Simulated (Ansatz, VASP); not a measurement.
# Ge (Germanium) in two plane-wave programs

One calculation is typed for both programs; each brings its own data sets. How far apart do they land? The cell is taken from a series of runs on this material, whose earlier steps may have relaxed, scaled, displaced or heated it; both programs get it as it stands.

Calculated with Ansatz 0.2.0; plane waves, with VASP 6.6.1 beside it; G0W0 gap at HSE06 form with 40 % exact exchange, screening 0.2078 1/A with an exact-exchange share of 0.4.

### 1. Set-up

It takes space group Fd-3m (No. 227, cubic). The conventional cell has a = 5.658 Å, b = 5.658 Å, c = 5.658 Å, α = 90.00°, β = 90.00°, γ = 90.00°. Nearest to Ge lie 4 Ge at 2.45 Å.

Coordinates:

```cif
data_structure
_symmetry_space_group_name_H-M 'P 1'
_symmetry_Int_Tables_number 1
_cell_length_a 4.0007
_cell_length_b 4.0007
_cell_length_c 4.0007
_cell_angle_alpha 60.000
_cell_angle_beta 60.000
_cell_angle_gamma 60.000
_cell_volume 45.28
loop_
_atom_site_label
_atom_site_type_symbol
_atom_site_fract_x
_atom_site_fract_y
_atom_site_fract_z
_atom_site_occupancy
Ge1 Ge 0.00000 0.00000 0.00000 1
Ge2 Ge 0.25000 0.25000 0.25000 1
```

### 2. VASP: G0W0 gap, HSE06 form with 40 % exact exchange, screening 0.2078 1/A with an exact-exchange share of 0.4

Quasiparticle shifts depend on high empty states and on the cores, so they are the hardest test of two PAW sets.

Lines of VASP's logs that name or quote its potential files are left out, and so is its time.

The run reads the wave functions of an earlier VASP run, which isn't shown here.

INCAR reads:

```
SYSTEM = Ge
PREC = Accurate
ENCUT = 400
ISMEAR = 0
SIGMA = 0.01
LREAL = .FALSE.
LHFCALC = .TRUE.
AEXX = 0.4
GGA = PE
HFSCREEN = 0.2078
LASPH = .TRUE.
NBANDS = 208
PRECFOCK = Fast
ALGO = EVGW0
NELMGW = 1
ENCUTGW = 150
NOMEGA = 64
NBANDSGW = 24
LWAVE = .FALSE.
LCHARG = .FALSE.
```

POSCAR reads:

```
Ge
1.0
    0.0000000000      2.8289100000      2.8289100000
    2.8289100000      0.0000000000      2.8289100000
    2.8289100000      2.8289100000      0.0000000000
Ge
2
Direct
    0.0000000000      0.0000000000      0.0000000000
    0.2500000000      0.2500000000      0.2500000000
```

KPOINTS reads:

```
Automatic mesh
0
Gamma
6 6 6
0 0 0
```

PAW data sets: Ge_d_GW (PBE family, release 64).

On the command line:

```
$ mpirun -np 8 vasp_std
```

Numbers of over 12 decimals in the logs are rounded to 6 here.

Output:

```text
[banner, memory and clock lines left out]
running    8 mpi-ranks, on    1 nodes
 distrk:  each k-point on    8 cores,    1 groups
 distr:  one band on    1 cores,    8 groups

 POSCAR found type information on POSCAR Ge
 POSCAR found :  1 types and       2 ions
|                                                                             |
|           W    W    AA    RRRRR   N    N  II  N    N   GGGG   !!!           |
|           W    W   A  A   R    R  NN   N  II  NN   N  G    G  !!!           |
|           W    W  A    A  R    R  N N  N  II  N N  N  G       !!!           |
|           W WW W  AAAAAA  RRRRR   N  N N  II  N  N N  G  GGG   !            |
|           WW  WW  A    A  R   R   N   NN  II  N   NN  G    G                |
|           W    W  A    A  R    R  N    N  II  N    N   GGGG   !!!           |
|                                                                             |
|     For optimal performance we recommend to set                             |
|       NCORE = 2 up to number-of-cores-per-socket                            |
|     NCORE specifies how many cores store one orbital (NPAR=cpu/NCORE).      |
|     This setting can greatly improve the performance of VASP for DFT.       |
|     The default, NCORE=1 might be grossly inefficient on modern             |
|     multi-core architectures or massively parallel machines. Do your        |
|     Unfortunately you need to use the default for GW and RPA                |
|     calculations (for HF NCORE is supported but not extensively tested      |
|     yet).                                                                   |
|                                                                             |

|                                                                             |
|           W    W    AA    RRRRR   N    N  II  N    N   GGGG   !!!           |
|           W    W   A  A   R    R  NN   N  II  NN   N  G    G  !!!           |
|           W    W  A    A  R    R  N N  N  II  N N  N  G       !!!           |
|           W WW W  AAAAAA  RRRRR   N  N N  II  N  N N  G  GGG   !            |
|           WW  WW  A    A  R   R   N   NN  II  N   NN  G    G                |
|           W    W  A    A  R    R  N    N  II  N    N   GGGG   !!!           |
|                                                                             |
|     The default for ENCUTGWSOFT is different in this version of VASP.       |
|     please manually set ENCUTGWSOFT =150 in the INCAR file.                 |
|                                                                             |

 LDA part: xc-table for (Slater+PW92), standard interpolation
 found WAVECAR, reading the header
 POSCAR, INCAR and KPOINTS ok, starting setup
 FFT: planning ... GRIDC
 FFT: planning ... GRID_SOFT
 FFT: planning ... GRID
 reading WAVECAR
 the WAVECAR file was read successfully
 initial charge from wavefunction
 available memory per node:     66.85 GB, setting MAXMEM to     68452

 The Fermi energy was updated, please check that it is located mid-gap
 values below the HOMO (VB) or above the LUMO (CB) will cause erroneous energies
 E-fermi :   3.0189

 calculate exact exchange contribution
 the WAVEDER file was read successfully
energies w=
    0.000    0.000    0.534    0.000    1.068    0.000    1.599    0.000
    2.126    0.000    2.649    0.000    3.166    0.000    3.678    0.000
    4.183    0.000    4.682    0.000    5.173    0.000    5.658    0.000
    6.136    0.000    6.608    0.000    7.073    0.000    7.534    0.000
    7.989    0.000    8.440    0.000    8.889    0.000    9.334    0.000
    9.778    0.000   10.221    0.000   10.664    0.000   11.109    0.000
   11.556    0.000   12.006    0.000   12.462    0.000   12.923    0.000
   13.392    0.000   13.870    0.000   14.358    0.000   14.860    0.000
   15.375    0.000   15.908    0.000   16.459    0.000   17.032    0.000
   17.630    0.000   18.257    0.000   18.916    0.000   19.612    0.000
   20.350    0.000   21.137    0.000   21.979    0.000   22.885    0.000
   23.866    0.000   24.934    0.000   26.102    0.000   27.390    0.000
   28.819    0.000   30.417    0.000   32.219    0.000   34.270    0.000
   36.629    0.000   39.372    0.000   42.606    0.000   46.476    0.000
   51.192    0.000   57.064    0.000   64.572    0.000   74.502    0.000
   88.233    0.000  108.431    0.000  141.003    0.000  202.171    0.000
 responsefunction array rank=     200
 LDA part: xc-table for (Slater+PW92), standard interpolation

 min. memory requirement per mpi rank    266.6 MB, per node   2132.8 MB

 allocating   8 responsefunctions rank=   200
 shmem allocating  64 responsefunctions rank=   200
 response function shared by NCSHMEM nodes    1
 Doing            8  frequencies on each core in blocks of           64
NQ=   1    0.0000    0.0000    0.0000,
|.........|.........|.........|.........|.........|.........|.........|.........
 performed       1333000 updates of chi_q(r,r)
 total number of BLAS operations        304.59 Gflops
NQ=   2    0.1667    0.0000    0.0000,
|.........|.........|.........|.........|.........|.........|.........|.........
 performed       3344000 updates of chi_q(r,r)
 total number of BLAS operations        780.76 Gflops
NQ=   3    0.3333    0.0000    0.0000,
|.........|.........|.........|.........|.........|.........|.........|.........
 performed       5355000 updates of chi_q(r,r)
 total number of BLAS operations       1319.79 Gflops
NQ=   4    0.5000    0.0000    0.0000,
|.........|.........|.........|.........|.........|.........|.........|.........
 performed       7127000 updates of chi_q(r,r)
 total number of BLAS operations       1779.19 Gflops
NQ=   5    0.1667    0.1667    0.0000,
|.........|.........|.........|.........|.........|.........|.........|.........
 performed       9138000 updates of chi_q(r,r)
 total number of BLAS operations       2306.50 Gflops
NQ=   6    0.3333    0.1667    0.0000,
|.........|.........|.........|.........|.........|.........|.........|.........
 performed      12008000 updates of chi_q(r,r)
 total number of BLAS operations       3135.53 Gflops
NQ=   7    0.5000    0.1667    0.0000,
|.........|.........|.........|.........|.........|.........|.........|.........
 performed      14878000 updates of chi_q(r,r)
 total number of BLAS operations       3964.55 Gflops
NQ=   8   -0.3333    0.1667    0.0000,
|.........|.........|.........|.........|.........|.........|.........|.........
 performed      17748000 updates of chi_q(r,r)
 total number of BLAS operations       4793.58 Gflops
NQ=   9   -0.1667    0.1667    0.0000,
|.........|.........|.........|.........|.........|.........|.........|.........
 performed      20299000 updates of chi_q(r,r)
 total number of BLAS operations       5484.54 Gflops
NQ=  10    0.3333    0.3333    0.0000,
|.........|.........|.........|.........|.........|.........|.........|.........
 performed      22310000 updates of chi_q(r,r)
 total number of BLAS operations       6090.32 Gflops
NQ=  11    0.5000    0.3333    0.0000,
|.........|.........|.........|.........|.........|.........|.........|.........
 performed      25180000 updates of chi_q(r,r)
 total number of BLAS operations       6936.89 Gflops
NQ=  12   -0.3333    0.3333    0.0000,
|.........|.........|.........|.........|.........|.........|.........|.........
 performed      27731000 updates of chi_q(r,r)
 total number of BLAS operations       7642.96 Gflops
NQ=  13    0.5000    0.5000    0.0000,
|.........|.........|.........|.........|.........|.........|.........|.........
 performed      29363000 updates of chi_q(r,r)
 total number of BLAS operations       8114.45 Gflops
NQ=  14    0.5000    0.3333    0.1667,
|.........|.........|.........|.........|.........|.........|.........|.........
 performed      32533000 updates of chi_q(r,r)
 total number of BLAS operations       9020.36 Gflops
NQ=  15   -0.3333    0.3333    0.1667,
|.........|.........|.........|.........|.........|.........|.........|.........
 performed      35543000 updates of chi_q(r,r)
 total number of BLAS operations       9926.75 Gflops
NQ=  16   -0.3333    0.5000    0.1667,
|.........|.........|.........|.........|.........|.........|.........|.........
 performed      38104000 updates of chi_q(r,r)
 total number of BLAS operations      10713.84 Gflops
 resolving degeneracies of screened two electron integrals

 calculate QP shifts <psi_nk| G(iteration)W_0 |psi_nk>: iteration 1
 entering main loop
```

Parts of OUTCAR (step 2):

```text
ion  position               nearest neighbor table
   1  0.000  0.000  0.000-   2 2.45   2 2.45   2 2.45   2 2.45
   2  0.250  0.250  0.250-   1 2.45   1 2.45   1 2.45   1 2.45

  LATTYP: Found a face centered cubic cell.
 ALAT       =     5.6578200000

 Subroutine GETGRP returns: Found 48 space group operations
 (whereof 24 operations were pure point group operations)

The static configuration has the point symmetry T_d .
 The point group associated with its full space group is O_h .

 Found     16 irreducible k-points:

   k-points           NKPTS =     16   k-points in BZ     NKDIM =    216   number of bands    NBANDS=    208

   dimension x,y,z NGX =    28 NGY =   28 NGZ =   28
   dimension x,y,z NGXF=    56 NGYF=   56 NGZF=   56

   ENCUT  =  400.0 eV  29.40 Ry    5.42 a.u.   6.52  6.52  6.52*2*pi/ulx,y,z

   NELECT =      28.0000    total number of electrons

  energy-cutoff  :      400.00
  volume of cell :       45.28
      direct lattice vectors                 reciprocal lattice vectors
     0.000000000  2.828910000  2.828910000    -0.176746521  0.176746521  0.176746521
     2.828910000  0.000000000  2.828910000     0.176746521 -0.176746521  0.176746521
     2.828910000  2.828910000  0.000000000     0.176746521  0.176746521 -0.176746521

 k-points in reciprocal lattice and weights: Automatic mesh
   0.00000000  0.00000000  0.00000000       0.005
   0.16666667  0.00000000  0.00000000       0.037
   0.33333333  0.00000000  0.00000000       0.037
   0.50000000  0.00000000  0.00000000       0.019
   0.16666667  0.16666667  0.00000000       0.028
   0.33333333  0.16666667  0.00000000       0.111
   0.50000000  0.16666667  0.00000000       0.111
  -0.33333333  0.16666667  0.00000000       0.111
  -0.16666667  0.16666667  0.00000000       0.056
[...]
-0.33333333  0.33333333  0.16666667       0.111
  -0.33333333  0.50000000  0.16666667       0.056

 E-fermi :   3.0189

 QP shifts <psi_nk| G(iteration)W_0 |psi_nk>: iteration 1
 for sc-GW calculations column KS-energies equals QP-energies in previous step
 and V_xc(KS)=  KS-energies - (<T + V_ion + V_H > + <T+V_H+V_ion>^1  + <V_x>^1)
 k-point   1 :       0.0000    0.0000    0.0000
  band No.  KS-energies  QP-energies   sigma(KS)   V_xc(KS)     V^pw_x(r,r')   Z            occupation Imag(sigma)
    ...
     11     -12.3992     -11.2624     -11.9776     -13.6320     -17.8215       0.6871       2.0000       0.9389
     12       2.3951       2.2935     -12.5462     -12.4198     -13.1159       0.8033       2.0000       0.0636
     13       2.3951       2.2935     -12.5462     -12.4198     -13.1159       0.8033       2.0000       0.0636
     14       2.3951       2.2935     -12.5462     -12.4198     -13.1159       0.8033       2.0000       0.0636
     15       3.8482       3.8496     -11.6876     -11.6893      -7.9765       0.7990       0.0000      -0.0590
     16       6.0446       5.7848     -10.2301      -9.9014      -6.2601       0.7904       0.0000      -0.0918
     17       6.0446       5.7848     -10.2301      -9.9014      -6.2601       0.7904       0.0000      -0.0918
     18       6.0446       5.7848     -10.2301      -9.9014      -6.2601       0.7904       0.0000      -0.0918
    ...

 k-point   2 :       0.1667    0.0000    0.0000
  band No.  KS-energies  QP-energies   sigma(KS)   V_xc(KS)     V^pw_x(r,r')   Z            occupation Imag(sigma)
    ...
     11     -12.0038     -10.8961     -12.0150     -13.6165     -17.7196       0.6917       2.0000       0.9143
     12      -0.9357      -0.8178     -12.2340     -12.3858     -13.6231       0.7770       2.0000       0.1054
     13       1.8317       1.7505     -12.3366     -12.2349     -13.0172       0.7988       2.0000       0.0665
     14       1.8317       1.7505     -12.3366     -12.2349     -13.0172       0.7988       2.0000       0.0665
     15       4.5304       4.4093     -10.6903     -10.5385      -6.9599       0.7980       0.0000      -0.0714
     16       6.8044       6.5075     -10.3872     -10.0094      -6.2323       0.7858       0.0000      -0.1036
     17       6.8044       6.5075     -10.3872     -10.0094      -6.2323       0.7858       0.0000      -0.1036
     18       7.8741       7.5530     -10.7526     -10.3415      -6.3220       0.7811       0.0000      -0.1239
    ...

 k-point   3 :       0.3333    0.0000    0.0000
  band No.  KS-energies  QP-energies   sigma(KS)   V_xc(KS)     V^pw_x(r,r')   Z            occupation Imag(sigma)
    ...
     11     -10.9019      -9.8707     -12.1510     -13.6112     -17.4678       0.7063       2.0000       0.8327
     12      -4.4779      -4.0350     -11.9329     -12.5262     -14.8228       0.7463       2.0000       0.2719
     13       1.0852       1.0415     -12.2189     -12.1638     -13.1497       0.7930       2.0000       0.0751
     14       1.0852       1.0415     -12.2189     -12.1638     -13.1497       0.7930       2.0000       0.0751
     15       3.8967       3.7847     -10.4315     -10.2920      -6.8411       0.8024       0.0000      -0.0692
     16       7.3749       7.0424     -10.0366      -9.6125      -5.7164       0.7840       0.0000      -0.1178
     17       7.3749       7.0424     -10.0366      -9.6125      -5.7164       0.7840       0.0000      -0.1178
     18      10.9766      10.3317      -9.0573      -8.2220      -3.7711       0.7721       0.0000      -0.2613
    ...

 k-point   4 :       0.5000    0.0000    0.0000
  band No.  KS-energies  QP-energies   sigma(KS)   V_xc(KS)     V^pw_x(r,r')   Z            occupation Imag(sigma)
    ...
     11      -9.9205      -8.9632     -12.3837     -13.7202     -17.3491       0.7163       2.0000       0.7403
     12      -6.3108      -5.6830     -11.6227     -12.4746     -15.2575       0.7370       2.0000       0.4335
     13       0.8013       0.7747     -12.1987     -12.1651     -13.2320       0.7915       2.0000       0.0787
     14       0.8013       0.7747     -12.1987     -12.1651     -13.2320       0.7915       2.0000       0.0787
     15       3.6427       3.5413     -10.4245     -10.2984      -6.8891       0.8033       0.0000      -0.0679
     16       7.3143       6.9828      -9.7853      -9.3638      -5.4935       0.7864       0.0000      -0.1174
     17       7.3143       6.9828      -9.7853      -9.3638      -5.4935       0.7864       0.0000      -0.1174
     18      10.8048      10.1219      -7.4401      -6.5652      -2.3321       0.7806       0.0000      -0.2420
    ...

[... 4 further parts left out ...]
```

(Continued in part 2 of 2.)

[Lines on the potential files, build, host, timing and source positions are cut from VASP's logs without a mark.]

[Logs are printed without paths, hosts, clocks, repeated set-up lines and the standing remarks that a program may print on its own settings, such as how far it seeks lower states.]

[Hosts, paths, dates, database ids (printed as entryN), source tags and the programs' standing remarks are cut or masked in the printed files.]
